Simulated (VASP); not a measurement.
```
CELL_PARAMETERS angstrom
      3.96453     0.00000     0.00000
      0.00000     4.65728     0.00000
      0.00000     0.00000    11.37879
ATOMIC_POSITIONS crystal
  Sn 0.50000 0.36502 0.38335
  Sn 0.50000 0.63498 0.88335
  Ge 0.00000 0.12442 0.62750
  Ge 0.00000 0.87558 0.12750
  Se 0.00000 0.23610 0.84537
  Se 0.00000 0.76390 0.34537
  Se 0.50000 0.23253 0.14379
  Se 0.50000 0.76747 0.64379
```

The numbers are results of r2SCAN meta-GGA, VASP's PBE PAW potentials (set 64) (plane waves; VASP), not measurements. Settings: 400 eV cut-off, 6×6×3 Γ-centred mesh, tetrahedra with Blöchl corrections, potentials Sn_d Ge_d Se.

The cores are frozen, which limits the accuracy of field gradients.

### Question
Give the principal components of the electric field gradient (V/Å²) and the asymmetry η at each nucleus.

### Answer

| atom | Vxx | Vyy | Vzz | η |
|---|---|---|---|---|
| Sn1 | 71.9 | 36.4 | -108.3 | 0.33 |
| Sn2 | 71.9 | 36.4 | -108.3 | 0.33 |
| Ge3 | 44.8 | 31.0 | -75.7 | 0.18 |
| Ge4 | 44.8 | 31.0 | -75.7 | 0.18 |
| Se5 | -78.4 | -8.2 | 86.6 | 0.81 |
| Se6 | -78.4 | -8.2 | 86.6 | 0.81 |
| Se7 | 96.2 | 23.2 | -119.4 | 0.61 |
| Se8 | 96.2 | 23.2 | -119.4 | 0.61 |

The structure comes from a computed database's SnGeSe2 entry (Pmc2_1); how it stands against other phases isn't given here. It was relaxed first.
